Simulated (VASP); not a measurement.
# PtSe2: G0W0 gap of a sheet against vacuum, part 2 of 5

How does the G0W0 gap of a single sheet of PtSe2 depend on the vacuum between its repeats?

VASP 6.6.1, plane waves and PAW; the level of theory is named at each step.

So far. Step 2 (Relaxation): At PBE, with these data sets, the largest force is down to 0.0100 eV/Å. The lattice constant was typed and isn't relaxed: the sheet is stretched, by 2.4 N/m.

## (3) Ground state

This step: PBE; plane waves and PAW (Pt_GW, Se_GW) (VASP 6.6.1).

The orbitals come from a self-consistent PBE run with a tight EDIFF and a narrow smearing. KPOINTS_OPT adds the bands along a path, which shows whether the mesh holds the band edges.

INCAR reads:

```
SYSTEM = PtSe2
PREC = Accurate
ENCUT = 300
EDIFF = 1E-08
NELM = 100
ISMEAR = 0
SIGMA = 0.01
LREAL = .FALSE.
ALGO = Normal
GGA = PE
NBANDS = 17
LASPH = .TRUE.
LORBIT = 11
LWAVE = .TRUE.
LCHARG = .FALSE.
KPAR = 8
```

POSCAR reads:

```
PtSe2
1.0
    3.8527425800      0.0000000000      0.0000000000
   -1.9263712900      3.3365729485      0.0000000000
    0.0000000000      0.0000000000     11.0000000000
Pt Se
1 2
Direct
    0.0000000000      0.0000000000      0.5000000000
    0.3333333333      0.6666666667      0.6137002491
    0.6666666667      0.3333333333      0.3862997509
```

KPOINTS reads:

```
Automatic mesh
0
Gamma
9 9 1
0 0 0
```

KPOINTS_OPT reads:

```
Line mode
12
Line-mode
Reciprocal
  0.00000000   0.00000000   0.00000000 GAMMA
  0.50000000   0.00000000   0.00000000 M

  0.50000000   0.00000000   0.00000000 M
  0.33333333   0.33333333   0.00000000 K

  0.33333333   0.33333333   0.00000000 K
  0.00000000   0.00000000   0.00000000 GAMMA

  0.00000000   0.00000000   0.00000000 GAMMA
  0.00000000   0.00000000   0.50000000 A

  0.00000000   0.00000000   0.50000000 A
  0.50000000   0.00000000   0.50000000 L

  0.50000000   0.00000000   0.50000000 L
  0.33333333   0.33333333   0.50000000 H

  0.33333333   0.33333333   0.50000000 H
  0.00000000   0.00000000   0.50000000 A

  0.50000000   0.00000000   0.50000000 L
  0.50000000   0.00000000   0.00000000 M

  0.33333333   0.33333333   0.00000000 K
  0.33333333   0.33333333   0.50000000 H
```

The projector-augmented-wave data sets are Pt_GW and Se_GW (PBE family, release 64).

Started as:

```console
> mpirun -np 8 vasp_std
```

Log:

```text
[banner, memory and clock lines left out]
running    8 mpi-ranks, on    1 nodes
 distrk:  each k-point on    1 cores,    8 groups
 distr:  one band on    1 cores,    1 groups

 POSCAR found type information on POSCAR PtSe
 POSCAR found :  2 types and       3 ions
 [... a notice as in an earlier step ...]

 LDA part: xc-table for (Slater+PW92), standard interpolation
 POSCAR, INCAR and KPOINTS ok, starting setup
 FFT: planning ... GRIDC
 FFT: planning ... GRID_SOFT
 FFT: planning ... GRID
 WAVECAR not read
 entering main loop
       N       E                     dE             d eps       ncg     rms          rms(c)
DAV:   1     0.104766399971E+03    0.10477E+03   -0.66814E+03   617   0.748E+02
DAV:   2    -0.430700331766E+01   -0.10907E+03   -0.10536E+03   646   0.205E+02
DAV:   3    -0.147630521749E+02   -0.10456E+02   -0.10129E+02   608   0.593E+01
DAV:   4    -0.151266303382E+02   -0.36358E+00   -0.36296E+00   592   0.119E+01
DAV:   5    -0.151373953914E+02   -0.10765E-01   -0.10760E-01   608   0.184E+00    0.103E+01
DAV:   6    -0.144970280352E+02    0.64037E+00   -0.51554E+00   672   0.249E+01    0.727E+00
DAV:   7    -0.142772828209E+02    0.21975E+00   -0.10014E+00   568   0.115E+01    0.298E+00
DAV:   8    -0.142687737406E+02    0.85091E-02   -0.10166E-01   632   0.191E+00    0.764E-01
DAV:   9    -0.142632395119E+02    0.55342E-02   -0.20221E-02   560   0.169E+00    0.219E-01
DAV:  10    -0.142635728922E+02   -0.33338E-03   -0.32068E-03   472   0.421E-01    0.750E-02
DAV:  11    -0.142635987950E+02   -0.25903E-04   -0.27475E-04   568   0.142E-01    0.210E-02
DAV:  12    -0.142636056512E+02   -0.68562E-05   -0.62099E-05   504   0.694E-02    0.758E-03
DAV:  13    -0.142636141077E+02   -0.84566E-05   -0.10456E-05   472   0.193E-02    0.791E-03
DAV:  14    -0.142636355940E+02   -0.21486E-04   -0.10287E-05   462   0.137E-02    0.479E-03
DAV:  15    -0.142636414476E+02   -0.58536E-05   -0.20523E-06   510   0.771E-03    0.460E-03
DAV:  16    -0.142636424699E+02   -0.10223E-05   -0.54935E-07   536   0.410E-03    0.655E-04
DAV:  17    -0.142636424289E+02    0.41038E-07   -0.15852E-08   408   0.129E-03    0.259E-04
DAV:  18    -0.142636424284E+02    0.48294E-09   -0.77129E-09   456   0.892E-04
   1 F= -.14263642E+02 E0= -.14263642E+02  d E =-.782782E-41
 Start KPOINTS_OPT (optional k-point list driver)
k-point batch [1-12\108]
       N       E                     dE             ncg
DAV:   1    -0.339044666048E+02   -0.30038E+04      625
DAV:   2    -0.132839829963E+04   -0.12945E+04      638
DAV:   3    -0.144109232678E+04   -0.11269E+03      624
DAV:   4    -0.144519653248E+04   -0.41042E+01      608
DAV:   5    -0.144531603111E+04   -0.11950E+00      600
DAV:   6    -0.144532598953E+04   -0.99584E-02      712
DAV:   7    -0.144532627427E+04   -0.28474E-03      656
DAV:   8    -0.144532627661E+04   -0.23359E-05      592
DAV:   9    -0.144532627670E+04   -0.87851E-07      584
DAV:  10    -0.144532627671E+04   -0.13388E-07      488
DAV:  11    -0.144532627671E+04   -0.15434E-08      408
[...]
k-point batch [97-108\108]
       N       E                     dE             ncg
DAV:   1    -0.876254399895E+02   -0.71345E+04      615
DAV:   2    -0.140453189208E+04   -0.13169E+04      662
DAV:   3    -0.149817332842E+04   -0.93641E+02      528
DAV:   4    -0.150281488870E+04   -0.46416E+01      704
DAV:   5    -0.150287916717E+04   -0.64278E-01      608
DAV:   6    -0.150288353968E+04   -0.43725E-02      752
DAV:   7    -0.150288355785E+04   -0.18168E-04      632
DAV:   8    -0.150288355865E+04   -0.79910E-06      704
DAV:   9    -0.150288355867E+04   -0.23767E-07      560
DAV:  10    -0.150288355867E+04   -0.23033E-08      504
 writing wavefunctions
```

Elapsed: 9.6 s, on 8 MPI ranks of Intel Xeon 6975P-C (Granite Rapids), shared host; peak memory 1.6 GiB; 72 s of CPU time.

OUTCAR, selected parts (step 3):

```text
The static configuration has the point symmetry D_3d.

 Found     12 irreducible k-points:

   k-points           NKPTS =     12   k-points in BZ     NKDIM =     12   number of bands    NBANDS=     17

   dimension x,y,z NGX =    24 NGY =   24 NGZ =   64
   dimension x,y,z NGXF=    48 NGYF=   48 NGZF=  128

   ENCUT  =  300.0 eV  22.05 Ry    4.70 a.u.   5.44  5.44 15.53*2*pi/ulx,y,z

   NELECT =      22.0000    total number of electrons

 E-fermi :  -0.8347

 k-point     1 :       0.0000    0.0000    0.0000
  band No.  band energies     occupation
    ...
      7      -3.6751      2.00000
      8      -2.0283      2.00000
      9      -1.4116      2.00000
     10      -1.1546      2.00000
     11      -1.1546      2.00000
     12       1.8028      0.00000
     13       1.8028      0.00000
     14       3.2369      0.00000
     15       4.4022      0.00000
     16       5.0526      0.00000
    ...

 k-point     2 :       0.1111   -0.0000    0.0000
  band No.  band energies     occupation
    ...
      7      -3.7678      2.00000
      8      -2.5077      2.00000
      9      -1.2047      2.00000
     10      -1.1745      2.00000
     11      -1.1256      2.00000
     12       1.1126      0.00000
     13       1.6437      0.00000
     14       3.6581      0.00000
     15       4.9838      0.00000
     16       5.2109      0.00000
    ...

  Total       -1.9502042     -1.9502042     -0.0275375      0.0000000     -0.0000000      0.0000000
  in kB      -22.0966979    -22.0966979     -0.3120118      0.0000000     -0.0000000      0.0000000
  external PRESSURE =     -14.8351359 kB  Pullay stress =       0.0000000 kB

  energy-cutoff  :      300.00
  volume of cell :      141.40
      direct lattice vectors                 reciprocal lattice vectors
     3.852742580  0.000000000  0.000000000     0.259555363  0.149854359  0.000000000
    -1.926371290  3.336572949  0.000000000     0.000000000  0.299708718  0.000000000
     0.000000000  0.000000000 11.000000000     0.000000000  0.000000000  0.090909091

 POSITION                                       TOTAL-FORCE (eV/Angst)
 -----------------------------------------------------------------------------------
      0.00000      0.00000      5.50000         0.000000      0.000000     -0.000000
     -0.00000      2.22438      6.75070         0.000000     -0.000000      0.001273
      1.92637      1.11219      4.24930        -0.000000      0.000000     -0.001273
 -----------------------------------------------------------------------------------
    total drift:                               -0.000000      0.000000      0.000000

  FREE ENERGIE OF THE ION-ELECTRON SYSTEM (eV)
  ---------------------------------------------------
  free  energy   TOTEN  =       -14.2636424284 eV

  energy  without entropy=      -14.2636424284  energy(sigma->0) =      -14.26364243

 total charge
# of ion       s       p       d       f       tot
--------------------------------------------------
    1        0.642   0.633   7.883   0.051   9.208
    2        1.473   2.187   0.052   0.000   3.712
    3        1.473   2.187   0.052   0.000   3.712
--------------------------------------------------
tot          3.588   5.006   7.987   0.051  16.632

[... 2 parts as in an earlier step ...]

[... 7 further parts left out ...]
```

This step gave:

| Property | Result |
| --- | --- |
| free energy (TOTEN) | -14.26 eV |
| Fermi energy | -0.8347 eV |
| least gap on mesh and path | 1.168 eV |
| least direct gap on mesh and path | 1.225 eV |

The highest empty bands on the path are converged less tightly, to about 0.1 eV. Electronic bands along the path, in eV, zero at the valence-band top; v1 is the highest filled band, c1 the lowest empty one:

```csv
point,v4,v3,v2,v1,c1,c2,c3,c4
Γ,-1.15,-0.53,-0.28,-0.28,2.68,2.68,4.12,5.28
0.45 of the way,-2.15,-0.58,-0.56,-0.06,1.17,2.35,5.31,5.46
M,-2.34,-2.11,-1.98,-1.24,2.04,2.52,4.60,6.12
0.45 of the way,-2.40,-2.28,-1.19,-1.15,1.93,1.97,5.19,7.10
K,-2.52,-2.04,-1.11,-1.11,1.66,1.66,5.98,8.18
0.55 of the way,-2.25,-0.79,-0.70,0.00,1.45,1.79,5.67,5.88
Γ,-1.15,-0.53,-0.28,-0.28,2.68,2.68,4.12,5.28
0.55 of the way,-1.15,-0.54,-0.28,-0.28,2.68,2.68,4.26,5.17
A,-1.15,-0.54,-0.28,-0.28,2.68,2.68,4.44,4.92
0.55 of the way,-2.23,-0.88,-0.78,-0.19,1.23,2.35,5.08,5.89
L,-2.34,-2.11,-1.98,-1.24,2.05,2.52,4.60,6.11
0.45 of the way,-2.40,-2.28,-1.19,-1.15,1.93,1.97,5.18,7.00
H,-2.52,-2.04,-1.11,-1.11,1.66,1.66,6.00,7.97
0.45 of the way,-2.31,-1.13,-1.01,-0.10,1.62,1.63,5.82,5.95
A,-1.15,-0.54,-0.28,-0.28,2.68,2.68,4.44,4.92
jump to L,-2.34,-2.11,-1.98,-1.24,2.05,2.52,4.60,6.11
0.45 of the way,-2.34,-2.11,-1.98,-1.24,2.04,2.52,4.60,6.12
M,-2.34,-2.11,-1.98,-1.24,2.04,2.52,4.60,6.12
jump to K,-2.52,-2.04,-1.11,-1.11,1.66,1.66,5.98,8.18
0.45 of the way,-2.52,-2.04,-1.11,-1.11,1.66,1.66,5.99,8.07
H,-2.52,-2.04,-1.11,-1.11,1.66,1.66,6.00,7.97
```

The cell has a gap of 1.17 eV on mesh and path; the in-plane stress times the cell height is -2.4 N/m (compression positive), so the typed lattice constant isn't this level's equilibrium. Spin-orbit coupling is left out, which can shift or reorder these edges.

## (4) Empty bands, box 11 Å

ALGO = Exact makes the empty bands from the converged ground state in one step. LOPTICS writes the k-derivatives of the orbitals (WAVEDER), which give the long-wavelength limit of the screening.

INCAR reads:

```
SYSTEM = PtSe2
PREC = Accurate
ENCUT = 300
ISMEAR = 0
SIGMA = 0.01
LREAL = .FALSE.
GGA = PE
NBANDS = 280
LASPH = .TRUE.
ALGO = Exact
NELM = 1
LWAVE = .TRUE.
LCHARG = .FALSE.
LOPTICS = .TRUE.
NEDOS = 1000
CSHIFT = 0.1
```

POSCAR is that of step 3.

KPOINTS is that of step 3.

Started as:

```console
> mpirun -np 8 vasp_std
```

Log:

```text
[banner, memory and clock lines left out]
running    8 mpi-ranks, on    1 nodes
 distrk:  each k-point on    8 cores,    1 groups
 distr:  one band on    1 cores,    8 groups

 POSCAR found type information on POSCAR PtSe
 POSCAR found :  2 types and       3 ions
 [... a notice as in an earlier step ...]

 LDA part: xc-table for (Slater+PW92), standard interpolation
 found WAVECAR, reading the header
  number of bands has changed, file:    17 present:   280
  trying to continue reading WAVECAR, but it might fail
 POSCAR, INCAR and KPOINTS ok, starting setup
 FFT: planning ... GRIDC
 FFT: planning ... GRID_SOFT
 FFT: planning ... GRID
 reading WAVECAR
 random initialization beyond band           17
 the WAVECAR file was read successfully
 initial charge from wavefunction
 entering main loop
       N       E                     dE             d eps       ncg     rms          rms(c)
DIA:   1    -0.142636424339E+02   -0.14264E+02    0.00000E+00     0   0.000E+00
   1 F= -.14263642E+02 E0= -.14263642E+02  d E =-.396256E-71
 writing wavefunctions
 optical routines
 imaginary and real dielectric function
 recalculating local potential from charge density
 direction            1
 direction            2
 direction            3
```

The job ended after 12 s (8 MPI ranks; peak memory 1.9 GiB; 88 s of CPU time).

OUTCAR, selected parts (step 4):

```text
The static configuration has the point symmetry D_3d.

 Found     12 irreducible k-points:

   k-points           NKPTS =     12   k-points in BZ     NKDIM =     12   number of bands    NBANDS=    280

   NELECT =      22.0000    total number of electrons

 E-fermi :  -0.8028

 k-point     1 :       0.0000    0.0000    0.0000
  band No.  band energies     occupation
    ...
      7      -3.6751      2.00000
      8      -2.0283      2.00000
      9      -1.4116      2.00000
     10      -1.1546      2.00000
     11      -1.1546      2.00000
     12       1.8028      0.00000
     13       1.8028      0.00000
     14       3.2369      0.00000
     15       4.4023      0.00000
     16       5.0527      0.00000
    ...

 k-point     2 :       0.1111   -0.0000    0.0000
  band No.  band energies     occupation
    ...
      7      -3.7678      2.00000
      8      -2.5076      2.00000
      9      -1.2047      2.00000
     10      -1.1745      2.00000
     11      -1.1256      2.00000
     12       1.1126      0.00000
     13       1.6437      0.00000
     14       3.6581      0.00000
     15       4.9838      0.00000
     16       5.2109      0.00000
    ...

  Total       -1.9505908     -1.9505908     -0.0281630     -0.0000000      0.0000000      0.0000000
  in kB      -22.1010780    -22.1010780     -0.3190995     -0.0000000      0.0000000      0.0000000
  external PRESSURE =     -14.8404185 kB  Pullay stress =       0.0000000 kB

 POSITION                                       TOTAL-FORCE (eV/Angst)
 -----------------------------------------------------------------------------------
      0.00000      0.00000      5.50000         0.000000      0.000000      0.000000
     -0.00000      2.22438      6.75070         0.000000     -0.000000      0.001269
      1.92637      1.11219      4.24930        -0.000000      0.000000     -0.001269
 -----------------------------------------------------------------------------------
    total drift:                               -0.000000      0.000000      0.000000

  FREE ENERGIE OF THE ION-ELECTRON SYSTEM (eV)
  ---------------------------------------------------
  free  energy   TOTEN  =       -14.2636424339 eV

  energy  without entropy=      -14.2636424339  energy(sigma->0) =      -14.26364243

 plasma frequency squared (from intraband transitions) (eV^2)
  --------------------------------------------------------------------------------------
       0.000      -0.000       0.000
       0.000       0.000       0.000
      -0.000       0.000       0.000

[... 8 parts as in an earlier step ...]

[... 4 further parts left out ...]
```

The gap is read on the k-mesh alone, so it is an upper bound where the band edges lie off the mesh.

This step gave:

- gap on the k-mesh: 1.227 eV
- least direct gap on the k-mesh: 1.227 eV

WAVECAR now holds 280 bands for 22 electrons.

[end of part 2 of 5]

[Lines on the potential files, build, host, timing and source positions are cut from VASP's logs without a mark.]

[Logs are printed without paths, hosts, clocks, repeated set-up lines and the standing remarks that a program may print on its own settings, such as how far it seeks lower states.]

[Hosts, paths, dates, database ids (printed as entryN), source tags and the programs' standing remarks are cut or masked in the printed files.]

[Pressures printed for these runs are not shown converged in the cutoff: they can be off by several GPa and have the wrong sign.]
